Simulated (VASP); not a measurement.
Calculation: LDA (Ceperley-Alder, Perdew-Zunger), VASP's LDA PAW potentials (set 64) (plane waves; VASP).

VASP ran on this input.

**INCAR**
```
# general
SYSTEM  = BAs
PREC    = Accurate
ENCUT   = 400
LREAL   = .FALSE.
LASPH   = .TRUE.

# electronic loop
EDIFF   = 1E-6
NELM    = 100
ALGO    = Normal
LMAXMIX = 4

# smearing
ISMEAR  = -1
SIGMA   = 0.05

# ions
ISIF    = 2

# output
LWAVE   = .FALSE.
LCHARG  = .FALSE.
```

POSCAR:
```
BAs
1
    0.0000000000     2.3900000000     2.3900000000
    2.3900000000     0.0000000000     2.3900000000
    2.3900000000     2.3900000000     0.0000000000
B As
1 1
Direct
  0.0000000000   0.0000000000   0.0000000000
  0.2500000000   0.2500000000   0.2500000000
```

File KPOINTS:
```
Automatic mesh
0
Gamma
6 6 6
0 0 0
```

POTCAR, in this order: B As (LDA.64 set). Program: vasp_std.

Output of the run:

**OUTCAR**
```
 ion  position               nearest neighbor table
   1  0.000  0.000  0.000-   2 2.07   2 2.07   2 2.07   2 2.07
   2  0.250  0.250  0.250-   1 2.07   1 2.07   1 2.07   1 2.07
  LATTYP: Found a face centered cubic cell.
 ALAT       =     4.7800000000
 Subroutine PRICEL returns:
 Original cell was already a primitive cell.
 Subroutine GETGRP returns: Found 24 space group operations
The static configuration has the point symmetry T_d .
The dynamic configuration has the point symmetry T_d .
 Subroutine INISYM returns: Found 24 space group operations
 Subroutine IBZKPT returns following result:
 Found     16 irreducible k-points:

 Following reciprocal coordinates:
            Coordinates               Weight
  0.000000  0.000000  0.000000      1.000000
  0.166667  0.000000  0.000000      8.000000
  0.333333  0.000000  0.000000      8.000000
  0.500000  0.000000  0.000000      4.000000
  0.166667  0.166667  0.000000      6.000000
  0.333333  0.166667  0.000000     24.000000
  0.500000  0.166667  0.000000     24.000000
 -0.333333  0.166667  0.000000     24.000000
 -0.166667  0.166667  0.000000     12.000000
  0.333333  0.333333  0.000000      6.000000
  0.500000  0.333333  0.000000     24.000000
 -0.333333  0.333333  0.000000     12.000000
  0.500000  0.500000  0.000000      3.000000
  0.500000  0.333333  0.166667     24.000000
 -0.333333  0.333333  0.166667     24.000000
 -0.333333  0.500000  0.166667     12.000000
   k-points           NKPTS =     16   k-points in BZ     NKDIM =     16   number of bands    NBANDS=      8
   number of dos      NEDOS =    301   number of ions     NIONS =      2
   total plane-waves  NPLWV =  13824
   dimension x,y,z NGX =    24 NGY =   24 NGZ =   24
   dimension x,y,z NGXF=    48 NGYF=   48 NGZF=   48
   ions per type =               1   1
   PREC   = accura    normal or accurate (medium, high low for compatibility)
   ISTART =      0    job   : 0-new  1-cont  2-samecut
   ICHARG =      2    charge: 1-file 2-atom 10-const
   ISPIN  =      1    spin polarized calculation?
   LNONCOLLINEAR =      F non collinear calculations
   LSORBIT =      F    spin-orbit coupling
   INIWAV =      1    electr: 0-lowe 1-rand  2-diag
   ENCUT  =  400.0 eV  29.40 Ry    5.42 a.u.   5.51  5.51  5.51*2*pi/ulx,y,z
   NELM   =    100;   NELMIN=  2; NELMDL= -5     # of ELM steps
   EDIFF  = 0.1E-05   stopping-criterion for ELM
   LREAL  =      F    real-space projection
   NLSPLINE    = F    spline interpolate recip. space projectors
   LMAXMIX     =    4 max onsite mixed and CHGCAR
   VOSKOWN=      0    Vosko Wilk Nusair interpolation
   EDIFFG = 0.1E-04   stopping-criterion for IOM
   NSW    =      0    number of steps for IOM
   NBLOCK =      1;   KBLOCK =      1    inner block; outer block
   IBRION =     -1    ionic relax: 0-MD 1-quasi-New 2-CG
   NFREE  =      0    steps in history (QN), initial steepest desc. (CG)
   ISIF   =      2    stress and relaxation
   ISYM   =      2    0-nonsym 1-usesym 2-fastsym
   TEIN   =    0.0    initial temperature
   TEBEG  =    0.0;   TEEND  =   0.0 temperature during run
   SMASS  =  -3.00    Nose mass-parameter (am)
   PSTRESS=    0.0 pullay stress
   NELECT =       8.0000    total number of electrons
   EFERMI =   0.00;   METHOD = LEGACY
   ISMEAR =    -1;   SIGMA  =   0.05  broadening in eV -4-tet -1-fermi 0-gaus
   IALGO  =     38    algorithm
   LDIAG  =      T    sub-space diagonalisation (order eigenvalues)
   IMIX   =      4    mixing-type and parameters
     AMIX     =   0.40;   BMIX     =  1.00
     AMIX_MAG =   1.60;   BMIX_MAG =  1.00
     AMIN     =   0.10
   GGA     = CA    functional components
   VOSKOWN =     0    Vosko Wilk Nusair interpolation
   LHFCALC =     F    Hartree Fock is set to
...
```

**OSZICAR**
```
       N       E                     dE             d eps       ncg     rms          rms(c)
DAV:   1     0.819771188999E+01    0.81977E+01   -0.33365E+03   256   0.707E+02
DAV:   2    -0.133346231267E+02   -0.21532E+02   -0.20907E+02   384   0.961E+01
DAV:   3    -0.136247672108E+02   -0.29014E+00   -0.29014E+00   288   0.153E+01
DAV:   4    -0.136251345740E+02   -0.36736E-03   -0.36736E-03   368   0.594E-01
DAV:   5    -0.136251348158E+02   -0.24180E-06   -0.24164E-06   288   0.130E-02    0.501E+00
DAV:   6    -0.129944717975E+02    0.63066E+00   -0.19750E+00   264   0.710E+00    0.241E+00
DAV:   7    -0.129139912501E+02    0.80481E-01   -0.20888E-01   344   0.278E+00    0.866E-01
DAV:   8    -0.129004529446E+02    0.13538E-01   -0.27684E-02   304   0.103E+00    0.113E-01
DAV:   9    -0.129004653432E+02   -0.12399E-04   -0.58731E-04   320   0.197E-01    0.607E-02
DAV:  10    -0.129004727276E+02   -0.73844E-05   -0.11147E-04   288   0.684E-02    0.159E-02
DAV:  11    -0.129004739741E+02   -0.12466E-05   -0.15123E-06   360   0.124E-02    0.135E-02
DAV:  12    -0.129004737546E+02    0.21951E-06   -0.10123E-06   136   0.529E-03
   1 F= -.12900474E+02 E0= -.12900474E+02  d E =-.264910E-06
```

OUTCAR:
```
------------------------ aborting loop because EDIFF is reached ----------------------------------------
  FORCE on cell =-STRESS in cart. coord.  units (eV):
  Direction    XX          YY          ZZ          XY          YZ          ZX
  --------------------------------------------------------------------------------------
  Total       -0.5647177     -0.5647177     -0.5647177      0.0000000      0.0000000     -0.0000000
  in kB      -33.1373907    -33.1373907    -33.1373907      0.0000000      0.0000000     -0.0000000
  external PRESSURE =     -33.1373907 kB  Pullay stress =       0.0000000 kB
  volume of cell :       27.30
      direct lattice vectors                 reciprocal lattice vectors
     0.000000000  2.390000000  2.390000000    -0.209205021  0.209205021  0.209205021
     2.390000000  0.000000000  2.390000000     0.209205021 -0.209205021  0.209205021
     2.390000000  2.390000000  0.000000000     0.209205021  0.209205021 -0.209205021
  FREE ENERGIE OF THE ION-ELECTRON SYSTEM (eV)
  ---------------------------------------------------
  free  energy   TOTEN  =       -12.9004737546 eV

  energy  without entropy=      -12.9004734897  energy(sigma->0) =      -12.90047362
```
(Selected blocks of OUTCAR.)

OUTCAR:
```
 val. band max:        6.1419703790   @ k =   0.0000   0.0000   0.0000

 cond. band min:       7.3641824037   @ k =   0.3333   0.3333   0.0000


 Fermi energy:         6.7342490866

 k-point     1 :       0.0000    0.0000    0.0000
  band No.  band energies     occupation
      1      -9.2200      2.00000
      2       6.1420      1.99999
      3       6.1420      1.99999
      4       6.1420      1.99999
      5       9.3860      0.00000
      6       9.3860      0.00000
      7       9.3860      0.00000
      8      10.8106      0.00000

 k-point     2 :       0.1667    0.0000    0.0000
  band No.  band energies     occupation
      1      -8.7692      2.00000
      2       3.1985      2.00000
      3       5.4622      2.00000
      4       5.4622      2.00000
      5       9.4056      0.00000
      6      10.2678      0.00000
      7      10.2678      0.00000
      8      12.7342      0.00000

 k-point     3 :       0.3333    0.0000    0.0000
  band No.  band energies     occupation
      1      -7.5107      2.00000
      2      -0.5693      2.00000
      3       4.6316      2.00000
      4       4.6316      2.00000
      5       8.9844      0.00000
      6      10.9311      0.00000
      7      10.9311      0.00000
      8      14.6705      0.00000

 k-point     4 :       0.5000    0.0000    0.0000
  band No.  band energies     occupation
      1      -6.3696      2.00000
      2      -2.6024      2.00000
      3       4.3275      2.00000
      4       4.3275      2.00000
      5       8.8204      0.00000
      6      10.8854      0.00000
      7      10.8854      0.00000
      8      14.8264      0.00000

 k-point     5 :       0.1667    0.1667    0.0000
  band No.  band energies     occupation
      1      -8.6174      2.00000
      2       3.8840      2.00000
      3       4.4337      2.00000
      4       4.4337      2.00000
      5       8.3360      0.00000
      6      11.7260      0.00000
      7      11.7260      0.00000
...
```

At this cut-off the stress carries a Pulay error, which pulls relaxed volumes low.

The structure is a typed BAs crystal (F-43m). The cell was not relaxed at this level.
